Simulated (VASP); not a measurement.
Crystal: MoS2.

```xyz
6
Lattice="3.1610 0.0000 0.0000 -1.5805 2.7375 0.0000 0.0000 0.0000 11.6802" Properties=species:S:1:pos:R:3 pbc="T T T"
Mo    0.0000    1.8250    2.9201
Mo    1.5805    0.9125    8.7602
S     1.5805    0.9125    4.4851
S     1.5805    0.9125    1.3551
S     0.0000    1.8250   10.3252
S     0.0000    1.8250    7.1952
```

The cell was built by a generator and needn't be a form met in nature.

Base run:

* Program: VASP 6.6.1
* Functional: PBE
* Dispersion: TS
* Potentials or basis: VASP PAW PBE potentials, release 64 (Mo_sv, S)
* Cutoff: 520 eV
* k mesh: 8 × 8 × 2
* Occupations: fermi-dirac, width 0.05 eV
* Spin: no spin polarisation

Its results: band gap on the k mesh 0.69 eV, indirect (least direct gap 1.87 eV); pressure -0.1 GPa; largest force 0.193 eV/Å.

Task: The run is repeated on the same cell with these changes: dispersion from TS to D3(BJ). What comes out?

Result: Band gap on the k mesh 0.69 eV, indirect (least direct gap 1.87 eV); pressure -0.6 GPa; largest force 0.211 eV/Å.

A k mesh can miss the band edges.
